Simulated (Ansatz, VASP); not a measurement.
# Zn44Se15S29: VASP beside Ansatz, part 2 of 2

Aim: how closely do two programs agree when they are given the same cell, functional and k mesh? The cell is taken from a series of runs on this material, whose earlier steps may have relaxed, scaled, displaced or heated it; both programs get it as it stands.

VASP 6.6.1 and Ansatz 0.2.0.

So far. Step 2 (VASP: single point, PBE, pair 1): The run ends at a pressure of 1.45 GPa, with forces up to 1.4 eV/Å.

**5. VASP: single point, PBE, pair 2**

Level of this step: PBE; plane waves and PAW (Zn, Se, S) (VASP).

With cell and atoms fixed, the geometry can't cause a difference; cores, projectors, grids and the points listed under the comparison can.

The input, INCAR:

```
SYSTEM = Zn44Se15S29
PREC = Accurate
ENCUT = 500
EDIFF = 1E-06
NELM = 120
ISMEAR = 0
SIGMA = 0.025
LREAL = Auto
ALGO = Normal
GGA = PE
NBANDS = 464
LORBIT = 11
LWAVE = .FALSE.
LCHARG = .FALSE.
ISIF = 2
LASPH = .TRUE.
GGA_COMPAT = .FALSE.
EFERMI = MIDGAP
NCORE = 2
```

The input, POSCAR:

```
Zn44Se15S29
1.0
   12.2405000000      0.0000000000      0.0000000000
    0.0000000000     12.2405000000      0.0000000000
    0.0000000000      0.0000000000     12.2405000000
Zn Se S
44 15 29
Direct
    0.9407300000      0.8855800000      0.8483700000
    0.2169800000      0.8612100000      0.9207900000
    0.7349900000      0.9219700000      0.6228800000
    0.8671100000      0.0585900000      0.1197000000
    0.5680600000      0.1240600000      0.1686100000
    0.3100300000      0.2227000000      0.6487000000
    0.2412700000      0.5948200000      0.1328100000
    0.8809000000      0.1349100000      0.6471500000
    0.5899100000      0.1966800000      0.7076600000
    0.5305800000      0.3071400000      0.4243300000
    0.3624000000      0.0345300000      0.4031000000
    0.2657800000      0.6723500000      0.6983900000
    0.3179400000      0.3108100000      0.1986900000
    0.4523300000      0.9027500000      0.7243100000
    0.7020400000      0.1017400000      0.3645900000
    0.0276600000      0.3544800000      0.0958200000
    0.5312600000      0.5511600000      0.2380100000
    0.0784600000      0.2344700000      0.3992200000
    0.7752400000      0.3547200000      0.2581700000
    0.9932100000      0.5340700000      0.3334400000
    0.2104000000      0.7894900000      0.3794800000
    0.8178100000      0.3745700000      0.8278700000
    0.5016200000      0.7431300000      0.4874800000
    0.7390900000      0.5054200000      0.5178800000
    0.4130500000      0.8547900000      0.1602600000
    0.1398300000      0.9768600000      0.6186300000
    0.9728700000      0.7068000000      0.6044200000
    0.4721900000      0.6571800000      0.9435900000
    0.2948300000      0.4877300000      0.4438700000
    0.0008300000      0.7828100000      0.1541200000
    0.0759800000      0.1583900000      0.8556100000
    0.0527500000      0.4106400000      0.6454200000
    0.5118400000      0.4739900000      0.6985400000
    0.6651200000      0.0554300000      0.8998100000
    0.7175500000      0.6802400000      0.7644500000
    0.7843400000      0.5706300000      0.0700300000
    0.2719400000      0.4067300000      0.8966200000
    0.7232700000      0.8347800000      0.0333400000
    0.5700600000      0.3663400000      0.9833700000
    0.7832800000      0.7574000000      0.3483600000
    0.0150400000      0.5974400000      0.8931000000
    0.9499900000      0.9511300000      0.4018600000
    0.1549700000      0.0412000000      0.1612500000
    0.3661900000      0.1119500000      0.9377800000
    0.2328300000      0.1582000000      0.2979000000
    0.1567000000      0.5222800000      0.7768900000
    0.4465000000      0.2367100000      0.0674500000
    0.1528900000      0.7833300000      0.5733800000
    0.9395700000      0.5292600000      0.5261900000
    0.6346200000      0.6364500000      0.3896000000
    0.3998600000      0.5935100000      0.5772100000
    0.1917900000      0.3369400000      0.5283800000
    0.0290100000      0.1576100000      0.0505800000
    0.3299500000      0.0289700000      0.5978400000
    0.7059500000      0.1083900000      0.5638300000
    0.5755200000      0.9503200000      0.0701400000
    0.7891200000      0.9460500000      0.2819400000
    0.1807600000      0.6010000000      0.3230600000
    0.1240100000      0.7103300000      0.0175300000
    0.8591700000      0.8241700000      0.5137900000
    0.0152100000      0.0872500000      0.5157400000
    0.7019600000      0.5004600000      0.7066900000
    0.3910100000      0.8506800000      0.3558000000
    0.8833900000      0.6502600000      0.2210600000
    0.5153500000      0.1299900000      0.3506300000
    0.7461500000      0.1857800000      0.1809800000
    0.9712500000      0.3538400000      0.2780100000
    0.9597500000      0.2749500000      0.7453200000
    0.4765700000      0.3081100000      0.6125600000
    0.2939400000      0.9705600000      0.0539000000
    0.2094200000      0.4153600000      0.0782300000
    0.3600200000      0.7737400000      0.8302600000
    0.4999200000      0.0599400000      0.8115800000
    0.8076900000      0.0001400000      0.7870200000
    0.6794500000      0.2548800000      0.8725600000
    0.8972600000      0.8919200000      0.0335200000
    0.6671700000      0.6804200000      0.9500100000
    0.4513500000      0.4778600000      0.8803100000
    0.9082500000      0.7118600000      0.7825500000
    0.5952700000      0.8006100000      0.6513900000
    0.4194900000      0.6660700000      0.1260400000
    0.4190400000      0.4185100000      0.3189200000
    0.2528900000      0.2272200000      0.8320400000
    0.6564100000      0.4517500000      0.1353900000
    0.7139700000      0.3434400000      0.4324500000
    0.9101000000      0.4620900000      0.9751200000
    0.1034000000      0.9721500000      0.8081200000
    0.0874600000      0.8972900000      0.2769100000
```

The input, KPOINTS:

```
Automatic mesh
0
Gamma
1 1 1
0 0 0
```

The projector-augmented-wave data sets are Zn, Se and S (PBE family, release 64).

Started as:

```
> mpirun -np 8 vasp_gam
```

Numbers of over 12 decimals in the logs are rounded to 6 here.

The log of the run:

```text
[... set-up lines as in an earlier step ...]
 entering main loop
       N       E                     dE             d eps       ncg     rms          rms(c)
DAV:   1     0.108840132102E+05    0.10884E+05   -0.35929E+05   928   0.224E+03
DAV:   2     0.233037762586E+04   -0.85536E+04   -0.83502E+04   928   0.614E+02
DAV:   3     0.161671773531E+02   -0.23142E+04   -0.21725E+04  1008   0.241E+02
DAV:   4    -0.284642440772E+03   -0.30081E+03   -0.29625E+03  1032   0.878E+01
[...]
DAV:  19    -0.278489528830E+03   -0.15427E-05   -0.85943E-06  1136   0.166E-02    0.775E-03
DAV:  20    -0.278489530838E+03   -0.20073E-05   -0.41188E-06   768   0.852E-03    0.561E-03
DAV:  21    -0.278489530900E+03   -0.61831E-07   -0.92848E-07   576   0.511E-03
   1 F= -.27848953E+03 E0= -.27848953E+03  d E =0.000000E+00
```

From OUTCAR (step 5):

```text
  FREE ENERGIE OF THE ION-ELECTRON SYSTEM (eV)
  ---------------------------------------------------
  free  energy   TOTEN  =      -278.4895308995 eV

  energy  without entropy=     -278.4895308995  energy(sigma->0) =     -278.48953090
```

The run ends at a pressure of 2.34 GPa, with forces up to 0.045 eV/Å.

**6. Ansatz: single point, PBE, pair 2**

The same cell, functional, mesh and smearing now go to Ansatz, which takes its cutoff from its data sets.

The cell is taken from a series of runs on this material, whose earlier steps may have relaxed, scaled, displaced or heated it; both programs get it as it stands.

The input, input.yaml:

```yaml
crystal:
  lattice:
    - [12.2405, 0.0, 0.0]
    - [0.0, 12.2405, 0.0]
    - [0.0, 0.0, 12.2405]
  atoms:
    - { symbol: Zn, position: [0.94073, 0.88558, 0.84837] }
    - { symbol: Zn, position: [0.21698, 0.86121, 0.92079] }
    - { symbol: Zn, position: [0.73499, 0.92197, 0.62288] }
    - { symbol: Zn, position: [0.86711, 0.05859, 0.1197] }
    - { symbol: Zn, position: [0.56806, 0.12406, 0.16861] }
    - { symbol: Zn, position: [0.31003, 0.2227, 0.6487] }
    - { symbol: Zn, position: [0.24127, 0.59482, 0.13281] }
    - { symbol: Zn, position: [0.8809, 0.13491, 0.64715] }
    - { symbol: Zn, position: [0.58991, 0.19668, 0.70766] }
    - { symbol: Zn, position: [0.53058, 0.30714, 0.42433] }
    - { symbol: Zn, position: [0.3624, 0.03453, 0.4031] }
    - { symbol: Zn, position: [0.26578, 0.67235, 0.69839] }
    - { symbol: Zn, position: [0.31794, 0.31081, 0.19869] }
    - { symbol: Zn, position: [0.45233, 0.90275, 0.72431] }
    - { symbol: Zn, position: [0.70204, 0.10174, 0.36459] }
    - { symbol: Zn, position: [0.02766, 0.35448, 0.09582] }
    - { symbol: Zn, position: [0.53126, 0.55116, 0.23801] }
    - { symbol: Zn, position: [0.07846, 0.23447, 0.39922] }
    - { symbol: Zn, position: [0.77524, 0.35472, 0.25817] }
    - { symbol: Zn, position: [0.99321, 0.53407, 0.33344] }
    - { symbol: Zn, position: [0.2104, 0.78949, 0.37948] }
    - { symbol: Zn, position: [0.81781, 0.37457, 0.82787] }
    - { symbol: Zn, position: [0.50162, 0.74313, 0.48748] }
    - { symbol: Zn, position: [0.73909, 0.50542, 0.51788] }
    - { symbol: Zn, position: [0.41305, 0.85479, 0.16026] }
    - { symbol: Zn, position: [0.13983, 0.97686, 0.61863] }
    - { symbol: Zn, position: [0.97287, 0.7068, 0.60442] }
    - { symbol: Zn, position: [0.47219, 0.65718, 0.94359] }
    - { symbol: Zn, position: [0.29483, 0.48773, 0.44387] }
    - { symbol: Zn, position: [0.00083, 0.78281, 0.15412] }
    - { symbol: Zn, position: [0.07598, 0.15839, 0.85561] }
    - { symbol: Zn, position: [0.05275, 0.41064, 0.64542] }
    - { symbol: Zn, position: [0.51184, 0.47399, 0.69854] }
    - { symbol: Zn, position: [0.66512, 0.05543, 0.89981] }
    - { symbol: Zn, position: [0.71755, 0.68024, 0.76445] }
    - { symbol: Zn, position: [0.78434, 0.57063, 0.07003] }
    - { symbol: Zn, position: [0.27194, 0.40673, 0.89662] }
    - { symbol: Zn, position: [0.72327, 0.83478, 0.03334] }
    - { symbol: Zn, position: [0.57006, 0.36634, 0.98337] }
    - { symbol: Zn, position: [0.78328, 0.7574, 0.34836] }
    - { symbol: Zn, position: [0.01504, 0.59744, 0.8931] }
    - { symbol: Zn, position: [0.94999, 0.95113, 0.40186] }
    - { symbol: Zn, position: [0.15497, 0.0412, 0.16125] }
    - { symbol: Zn, position: [0.36619, 0.11195, 0.93778] }
    - { symbol: Se, position: [0.23283, 0.1582, 0.2979] }
    - { symbol: Se, position: [0.1567, 0.52228, 0.77689] }
    - { symbol: Se, position: [0.4465, 0.23671, 0.06745] }
    - { symbol: Se, position: [0.15289, 0.78333, 0.57338] }
    - { symbol: Se, position: [0.93957, 0.52926, 0.52619] }
    - { symbol: Se, position: [0.63462, 0.63645, 0.3896] }
    - { symbol: Se, position: [0.39986, 0.59351, 0.57721] }
    - { symbol: Se, position: [0.19179, 0.33694, 0.52838] }
    - { symbol: Se, position: [0.02901, 0.15761, 0.05058] }
    - { symbol: Se, position: [0.32995, 0.02897, 0.59784] }
    - { symbol: Se, position: [0.70595, 0.10839, 0.56383] }
    - { symbol: Se, position: [0.57552, 0.95032, 0.07014] }
    - { symbol: Se, position: [0.78912, 0.94605, 0.28194] }
    - { symbol: Se, position: [0.18076, 0.601, 0.32306] }
    - { symbol: Se, position: [0.12401, 0.71033, 0.01753] }
    - { symbol: S, position: [0.85917, 0.82417, 0.51379] }
    - { symbol: S, position: [0.01521, 0.08725, 0.51574] }
    - { symbol: S, position: [0.70196, 0.50046, 0.70669] }
    - { symbol: S, position: [0.39101, 0.85068, 0.3558] }
    - { symbol: S, position: [0.88339, 0.65026, 0.22106] }
    - { symbol: S, position: [0.51535, 0.12999, 0.35063] }
    - { symbol: S, position: [0.74615, 0.18578, 0.18098] }
    - { symbol: S, position: [0.97125, 0.35384, 0.27801] }
    - { symbol: S, position: [0.95975, 0.27495, 0.74532] }
    - { symbol: S, position: [0.47657, 0.30811, 0.61256] }
    - { symbol: S, position: [0.29394, 0.97056, 0.0539] }
    - { symbol: S, position: [0.20942, 0.41536, 0.07823] }
    - { symbol: S, position: [0.36002, 0.77374, 0.83026] }
    - { symbol: S, position: [0.49992, 0.05994, 0.81158] }
    - { symbol: S, position: [0.80769, 0.00014, 0.78702] }
    - { symbol: S, position: [0.67945, 0.25488, 0.87256] }
    - { symbol: S, position: [0.89726, 0.89192, 0.03352] }
    - { symbol: S, position: [0.66717, 0.68042, 0.95001] }
    - { symbol: S, position: [0.45135, 0.47786, 0.88031] }
    - { symbol: S, position: [0.90825, 0.71186, 0.78255] }
    - { symbol: S, position: [0.59527, 0.80061, 0.65139] }
    - { symbol: S, position: [0.41949, 0.66607, 0.12604] }
    - { symbol: S, position: [0.41904, 0.41851, 0.31892] }
    - { symbol: S, position: [0.25289, 0.22722, 0.83204] }
    - { symbol: S, position: [0.65641, 0.45175, 0.13539] }
    - { symbol: S, position: [0.71397, 0.34344, 0.43245] }
    - { symbol: S, position: [0.9101, 0.46209, 0.97512] }
    - { symbol: S, position: [0.1034, 0.97215, 0.80812] }
    - { symbol: S, position: [0.08746, 0.89729, 0.27691] }
kpoints:
  mp_grid: { grid: [1, 1, 1] }
hamiltonian:
  xc: pbe
scf:
  occupations: { method: gaussian, width: 0.025 }
output:
  forces: true
  stress: true
  populations: true
  dos:
    method: { smearing: { sigma: 0.08 } }
    de: 0.1
    projected: { site_lists: { S: [S], Se: [Se], Zn: [Zn] } }
  eigenvalues: true
  write_density: true
  write_potential: true
  volumetric_format: npy
  elf: true
```

Started as:

```
> ansatz run input.yaml --threads 4 --pin off --max-ram 8192MiB --backend cpu --events-out ev --progress --plain --runs-dir out
```

The log of the run:

```text
[...]
Crystal: 88 atoms, lattice volume = 1833.992 Å³
Basis set: ecut = 420 eV, 35825 PW (Γ), exchange–correlation on 180×180×180 points (8 copies of the dense FFT grid, shifted against one another)
Bands: 566, of which v1, the nominal top of the filled ones, is band 471 counted from 1 (470 counted from 0)
Symmetry: 1 space group operations
[...]
k-points: 1
[...]
--- Löwdin populations: 88 sites ---
  site symbol       q [e]
     0     Zn     10.7081
     1     Zn     10.7302
     2     Zn     10.7432
     3     Zn     10.7496
     4     Zn     10.7366
     5     Zn     10.7423
     6     Zn     10.7381
     7     Zn     10.7484
[...]
84      S      7.0890
    85      S      7.0580
    86      S      7.0752
    87      S      7.0826
  spilling = 0.009371 (of n_electrons = 942.000000)
[key lines of the parts left out:]
SCF converged after 10 iterations
Free energy (F): -254291.658705 eV
Fermi energy:    7.012689 eV
P = ⅓ Tr σ = 2.1653 GPa (21.653 kbar)
```

**7. Side by side**

What differs besides the data sets and the points named for the pairs above, as far as they apply: the data sets hold 942 valence electrons in Ansatz (on its default PAW (the set named soft_2) files) and 792 in VASP; the cutoff is 420 eV in Ansatz and 500 eV in VASP (PREC = Accurate, projectors in real space). Total energies have different zeros and are not compared.

The two programs side by side:

```
              quantity  Ansatz   VASP  difference
        pressure (GPa)    2.17   2.34       -0.17
gap on the k mesh (eV)   1.152  1.149      +0.003
```

At this near-relaxed geometry the largest component of a force difference is 24 meV/Å. A gap on the mesh is an upper bound, since the band edges may lie between its points.

**8. Results**

```yaml
r_m_s_force_difference_single_point_pbe_pair_1: 2.1 % of the r.m.s. force
difference_in_gap_on_the_k_mesh_single_point_pbe_pair_2: 0.0030 eV
```

The r.m.s. force difference is 2.1 % of the r.m.s. force (single point, PBE, pair 1), within the 3 % picked in this series as the mark of a large difference. The data sets hold unlike numbers of valence electrons (942 in Ansatz and 792 in VASP), so part of the differences comes from the potentials. How closely two codes agree says nothing of how well the functional describes the real material.

[Lines on the potential files, build, host, timing and source positions are cut from VASP's logs without a mark.]

[Logs are printed without paths, hosts, clocks, repeated set-up lines and the standing remarks that a program may print on its own settings, such as how far it seeks lower states.]

[Hosts, paths, dates, database ids (printed as entryN), source tags and the programs' standing remarks are cut or masked in the printed files.]
